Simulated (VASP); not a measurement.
# TlCoF4 (P4/mmm) in VASP: single point with PBE

Aim: the single point of TlCoF4 with PBE.

Program: VASP 6.6.1. These are calculated values, not measurements. Logs are shortened: lines on timing, memory, paths and dates and some standing lists are left out, and cuts for length are marked.

## (1) The crystal as given

Symmetry: P4/mmm, No. 123, tetragonal system. The conventional cell has a = 3.620 Å, b = 3.620 Å, c = 6.388 Å, α = 90.00°, β = 90.00°, γ = 90.00°. Tl (site symmetry 4/mmm) is surrounded by 8 F at 2.91 Å. Co (site symmetry 4/mmm) has 6 F at 1.81 to 1.82 Å as nearest neighbours. Around F (site symmetry mmm) lie 2 Co at 1.81 Å. F (site symmetry 4mm) has 1 Co at 1.82 Å as nearest neighbours.

The cell was built by a generator and needn't be a form met in nature.

## (2) Single point, PBE

Contents of INCAR:

```
ALGO = Fast ; EDIFF = 1E-6
ENCUT = 520 ; GGA = PE
ISIF = 2 ; ISMEAR = -1
LASPH = T ; LCHARG = F
LREAL = F ; LWAVE = F
NBANDS = 34 ; NELM = 100
PREC = Accurate ; SIGMA = 0.0374
```

Contents of KPOINTS:

```
k-points
0
Gamma
  9 9 6
```

Contents of POSCAR:

```
TlCoF4
1.0
    3.6204294000      0.0000000000      0.0000000000
    0.0000000000      3.6204294000      0.0000000000
    0.0000000000      0.0000000000      6.3884027000
Tl Co F
1 1 4
Direct
    0.0000000000      0.0000000000      0.0000000000
    0.5000000000      0.5000000000      0.5000000000
    0.5000000000      0.0000000000      0.5000000000
    0.0000000000      0.5000000000      0.5000000000
    0.5000000000      0.5000000000      0.2150000000
    0.5000000000      0.5000000000      0.7850000000
```

Potentials or basis: VASP PAW PBE potentials, release 64 (Tl_d, Co, F).

Started as:

```bash
$ cat potpaw_PBE.64/Tl_d/POTCAR potpaw_PBE.64/Co/POTCAR potpaw_PBE.64/F/POTCAR > POTCAR
$ mpirun -np 1 vasp_std > vasp.out
```

OUTCAR:

```text
EDIFF = 1E-6
   ENCUT = 520
   GGA = PE
   ISIF = 2
   ISMEAR = -1
   LASPH = T
   LREAL = F
   NELM = 100
   PREC = Accurate

 ion  position               nearest neighbor table
   1  0.000  0.000  0.000-   5 2.91   6 2.91   5 2.91   6 2.91   5 2.91   6 2.91   5 2.91   6 2.91

   2  0.500  0.500  0.500-   3 1.81   4 1.81   3 1.81   4 1.81   5 1.82   6 1.82
   3  0.500  0.000  0.500-   2 1.81   2 1.81
   4  0.000  0.500  0.500-   2 1.81   2 1.81
   5  0.500  0.500  0.215-   2 1.82   1 2.91   1 2.91   1 2.91   1 2.91
   6  0.500  0.500  0.785-   2 1.82   1 2.91   1 2.91   1 2.91   1 2.91

  LATTYP: Found a simple tetragonal cell.
 ALAT       =     3.6204294000
 C/A-ratio  =     1.7645428191

  Lattice vectors:

 A1 = (   3.6204294000,   0.0000000000,   0.0000000000)
 A2 = (   0.0000000000,   3.6204294000,   0.0000000000)
 A3 = (   0.0000000000,   0.0000000000,   6.3884027000)

Analysis of symmetry for initial positions (statically):
=====================================================================
 Subroutine PRICEL returns:
 Original cell was already a primitive cell.

 Routine SETGRP: Setting up the symmetry group for a
 simple tetragonal supercell.

 Subroutine GETGRP returns: Found 16 space group operations
 (whereof 16 operations were pure point group operations)
 out of a pool of 16 trial point group operations.

The static configuration has the point symmetry D_4h.

Analysis of symmetry for dynamics (positions and initial velocities):
=====================================================================
 Subroutine PRICEL returns:
 Original cell was already a primitive cell.

 Routine SETGRP: Setting up the symmetry group for a
 simple tetragonal supercell.

 Subroutine GETGRP returns: Found 16 space group operations
 (whereof 16 operations were pure point group operations)
 out of a pool of 16 trial point group operations.

The dynamic configuration has the point symmetry D_4h.

 Subroutine INISYM returns: Found 16 space group operations
 (whereof 16 operations are pure point group operations),
 and found     1 'primitive' translations

----------------------------------------------------------------------------------------

                                     Primitive cell

  volume of cell :      83.7360

  direct lattice vectors                    reciprocal lattice vectors
     3.620429400  0.000000000  0.000000000     0.276210330  0.000000000  0.000000000
     0.000000000  3.620429400  0.000000000     0.000000000  0.276210330  0.000000000
     0.000000000  0.000000000  6.388402700     0.000000000  0.000000000  0.156533651

  length of vectors
     3.620429400  3.620429400  6.388402700     0.276210330  0.276210330  0.156533651

  position of ions in fractional coordinates (direct lattice)
     0.000000000  0.000000000  0.000000000
     0.500000000  0.500000000  0.500000000
     0.500000000  0.000000000  0.500000000
     0.000000000  0.500000000  0.500000000
     0.500000000  0.500000000  0.215000000
     0.500000000  0.500000000  0.785000000

  ion indices of the primitive-cell ions
   primitive index   ion index
                 1           1
                 2           2
                 3           3
                 4           4
                 5           5
                 6           6

----------------------------------------------------------------------------------------

 KPOINTS: k-points

Automatic generation of k-mesh.
 Grid dimensions read from file:
 generate k-points for:    9    9    6

 Generating k-lattice:

  Cartesian coordinates                     Fractional coordinates (reciprocal lattice)
     0.030690037  0.000000000  0.000000000     0.111111111  0.000000000  0.000000000
     0.000000000  0.030690037  0.000000000     0.000000000  0.111111111  0.000000000
     0.000000000  0.000000000  0.026088942     0.000000000  0.000000000  0.166666667

  Length of vectors
     0.030690037  0.030690037  0.026088942

  Shift w.r.t. Gamma in fractional coordinates (k-lattice)
     0.000000000  0.000000000  0.000000000

 Subroutine IBZKPT returns following result:
 ===========================================

 Found     60 irreducible k-points:

 Following reciprocal coordinates:
            Coordinates               Weight
  0.000000  0.000000  0.000000      1.000000
  0.111111  0.000000  0.000000      4.000000
  0.222222  0.000000  0.000000      4.000000
  0.333333  0.000000  0.000000      4.000000
  0.444444  0.000000  0.000000      4.000000
  0.111111  0.111111  0.000000      4.000000
[... 16 lines left out ...]
  0.333333  0.111111  0.166667     16.000000
  0.444444  0.111111  0.166667     16.000000
 [... further k-points ...]
   k-points           NKPTS =     60   k-points in BZ     NKDIM =     60   number of bands    NBANDS=     34
   number of dos      NEDOS =    301   number of ions     NIONS =      6
   total plane-waves  NPLWV =  37632
   dimension x,y,z NGX =    28 NGY =   28 NGZ =   48
   dimension x,y,z NGXF=    56 NGYF=   56 NGZF=   96
   ions per type =               1   1   4
   NGX,Y,Z   is equivalent  to a cutoff of  12.86, 12.86, 12.49 a.u.
   NGXF,Y,Z  is equivalent  to a cutoff of  25.71, 25.71, 24.98 a.u.
 SYSTEM =  unknown system
   PREC   = accura    normal or accurate (medium, high low for compatibility)
   ISTART =      0    job   : 0-new  1-cont  2-samecut
   ICHARG =      2    charge: 1-file 2-atom 10-const
   ISPIN  =      1    spin polarized calculation?
   LNONCOLLINEAR =      F non collinear calculations
   LSORBIT =      F    spin-orbit coupling
   LASPH  =      T    aspherical Exc in radial PAW
   ENCUT  =  520.0 eV  38.22 Ry    6.18 a.u.   6.73  6.73 11.88*2*pi/ulx,y,z
   NELM   =    100;   NELMIN=  2; NELMDL= -5     # of ELM steps
   EDIFF  = 0.1E-05   stopping-criterion for ELM
   LREAL  =      F    real-space projection
   EDIFFG = 0.1E-04   stopping-criterion for IOM
   NSW    =      0    number of steps for IOM
   IBRION =     -1    ionic relax: 0-MD 1-quasi-New 2-CG
   NFREE  =      0    steps in history (QN), initial steepest desc. (CG)
   ISIF   =      2    stress and relaxation
   ISYM   =      2    0-nonsym 1-usesym 2-fastsym
   POTIM  = 0.5000    time-step for ionic-motion
   TEBEG  =    0.0;   TEEND  =   0.0 temperature during run
   PSTRESS=    0.0 pullay stress
   NELECT =      50.0000    total number of electrons
   NUPDOWN=      -1.0000    fix difference up-down
   EMIN   =  10.00;   EMAX   =-10.00  energy-range for DOS
   EFERMI =   0.00;   METHOD = LEGACY
   ISMEAR =    -1;   SIGMA  =   0.04  broadening in eV -4-tet -1-fermi 0-gaus
   EFERMI_NEDOS =   21; number of points for ismear=-14 and -15
   IALGO  =     68    algorithm
   IMIX   =      4    mixing-type and parameters
     AMIX     =   0.40;   BMIX     =  1.00
     AMIX_MAG =   1.60;   BMIX_MAG =  1.00
  volume/ion in A,a.u.               =      13.96        94.18
  Fermi-wavevector in a.u.,A,eV,Ry     =   1.378565  2.605111 25.857088  1.900442
  Thomas-Fermi vector in A             =   2.503615
   LORBIT       =      0    0 simple, 1 ext, 2 COOP (PROOUT), +10 PAW based schemes
   GGA     = PE    functional components
   LHFCALC =     F    Hartree Fock is set to
   AEXX    =    0.0000 exact exchange contribution
   IVDW    =     0    specifies the selected vdW correction
   LEPSILON=     F    determine dielectric tensor
   LRPA    =     F    only Hartree local field effects (RPA)
 non-spin polarized calculation
 RMM-DIIS sequential band-by-band and
  energy-cutoff  :      520.00
  volume of cell :       83.74
 maximum number of plane-waves:      2270
 NGX is ok and might be reduce to    28
   NGX = 13   NGY = 13   NGZ = 23

 number of electron      50.0000006 magnetization

 Free energy of the ion-electron system (eV)
  ---------------------------------------------------
  ext. energy  EPLUGINS =         0.00000000
  ---------------------------------------------------
  free energy    TOTEN  =       -26.78848397 eV

  energy without entropy =      -26.76712717  energy(sigma->0) =      -26.77780557

 E-fermi :   2.4469     XC(G=0):  -9.9084

 val. band max:        2.4465394421   @ k =   0.4444   0.1111   0.3333
 cond. band min:       2.4509000355   @ k =   0.2222   0.0000   0.5000
 fundamental gap:      0.0043605933
 Fermi energy:         2.4469395372

 k-point     1 :       0.0000    0.0000    0.0000
  band No.  band energies     occupation
      1     -21.4218      2.00000
      2     -20.5486      2.00000
      3     -19.8690      2.00000
      4     -19.7118      2.00000
      5      -7.4694      2.00000
      6      -7.3334      2.00000
[... 26 lines left out ...]
     33      15.3290      0.00000
     34      16.7347      0.00000

 k-point     2 :       0.1111    0.0000    0.0000
  band No.  band energies     occupation
      1     -21.3824      2.00000
      2     -20.5553      2.00000
      3     -19.8688      2.00000
      4     -19.7093      2.00000
      5      -7.4475      2.00000
      6      -7.3152      2.00000
[... 26 lines left out ...]
     33      15.6870      0.00000
     34      16.5246      0.00000

 k-point     3 :       0.2222    0.0000    0.0000
  band No.  band energies     occupation
      1     -21.2757      2.00000
      2     -20.5767      2.00000
      3     -19.8689      2.00000
      4     -19.7021      2.00000
      5      -7.4108      2.00000
      6      -7.2515      2.00000
[... 26 lines left out ...]
     33      15.6473      0.00000
     34      16.1870      0.00000

 k-point     4 :       0.3333    0.0000    0.0000
  band No.  band energies     occupation
      1     -21.1363      2.00000
      2     -20.6164      2.00000
      3     -19.8702      2.00000
      4     -19.6938      2.00000
      5      -7.3886      2.00000
      6      -7.2059      2.00000
[... 26 lines left out ...]
     33      15.3687      0.00000
     34      16.1747      0.00000

 k-point     5 :       0.4444    0.0000    0.0000
  band No.  band energies     occupation
      1     -21.0233      2.00000
      2     -20.6624      2.00000
      3     -19.8719      2.00000
      4     -19.6884      2.00000
      5      -7.3786      2.00000
      6      -7.2208      2.00000
[... 621 lines left out ...]
 k-point    22 :       0.2222    0.1111    0.1667
  band No.  band energies     occupation
      1     -21.2357      2.00000
      2     -20.5794      2.00000
      3     -19.8623      2.00000
      4     -19.7099      2.00000
      5      -7.3736      2.00000
      6      -7.2485      2.00000
[... 26 lines left out ...]
     33      16.0615      0.00000
     34      17.1327      0.00000

 k-point    23 :       0.3333    0.1111    0.1667
  band No.  band energies     occupation
      1     -21.0973      2.00000
      2     -20.6156      2.00000
      3     -19.8635      2.00000
      4     -19.7032      2.00000
      5      -7.3485      2.00000
      6      -7.2132      2.00000
[... 26 lines left out ...]
     33      15.9799      0.00000
     34      17.0839      0.00000

 k-point    24 :       0.4444    0.1111    0.1667
  band No.  band energies     occupation
      1     -20.9844      2.00000
      2     -20.6597      2.00000
      3     -19.8655      2.00000
      4     -19.6986      2.00000
      5      -7.3384      2.00000
      6      -7.2297      2.00000
[... 26 lines left out ...]
     33      15.2938      0.00000
     34      17.4365      0.00000

 [... further k-points ...]

------------------------ aborting loop because EDIFF is reached ----------------------------------------

  FORCE on cell =-STRESS in cart. coord.  units (eV):
  Direction    XX          YY          ZZ          XY          YZ          ZX
  --------------------------------------------------------------------------------------
  -------------------------------------------------------------------------------------
  Total        5.0784945      5.0784945      2.2178192      0.0000000      0.0000000     -0.0000000
  in kB       97.1702056     97.1702056     42.4350060      0.0000000      0.0000000     -0.0000000
  external PRESSURE =      78.9251390 kB  Pullay stress =       0.0000000 kB

 VOLUME and BASIS-vectors are now :
 -----------------------------------------------------------------------------
  energy-cutoff  :      520.00
  volume of cell :       83.74
      direct lattice vectors                 reciprocal lattice vectors
     3.620429400  0.000000000  0.000000000     0.276210330  0.000000000  0.000000000
     0.000000000  3.620429400  0.000000000     0.000000000  0.276210330  0.000000000
     0.000000000  0.000000000  6.388402700     0.000000000  0.000000000  0.156533651

 POSITION                                       TOTAL-FORCE (eV/Angst)
 -----------------------------------------------------------------------------------
      0.00000      0.00000      0.00000         0.000000      0.000000      0.000000
      1.81021      1.81021      3.19420         0.000000      0.000000      0.000000
      1.81021      0.00000      3.19420         0.000000      0.000000      0.000000
      0.00000      1.81021      3.19420         0.000000      0.000000      0.000000
      1.81021      1.81021      1.37351         0.000000      0.000000     -0.444980
      1.81021      1.81021      5.01490         0.000000     -0.000000      0.444980
 -----------------------------------------------------------------------------------
    total drift:                                0.000000      0.000000      0.000000

  FREE ENERGIE OF THE ION-ELECTRON SYSTEM (eV)
  ---------------------------------------------------
  free  energy   TOTEN  =       -26.7884839736 eV

  energy  without entropy=      -26.7671271670  energy(sigma->0) =      -26.77780557
```

Wall time 85 s (1 thread of Intel Xeon Platinum 8559C (Emerald Rapids), shared host); peak memory 0.28 GiB.

Results:

* Free energy: -26.7885 eV
* Pressure: 7.9 GPa
* Largest force: 0.445 eV/Å
* Band gap on the k mesh: none (metal or under the smearing width)

Forces in eV/Å, atoms in the order of the input:
```
Tl   0.000  0.000  0.000
Co   0.000  0.000  0.000
F    0.000  0.000  0.000
F    0.000  0.000  0.000
F    0.000  0.000 -0.445
F    0.000  0.000  0.445
```

Caveat: the run has no spin polarisation, though such a crystal can be magnetic; semilocal functionals often make such compounds metallic where correlation or magnetic order opens a gap, which also shifts bond lengths.
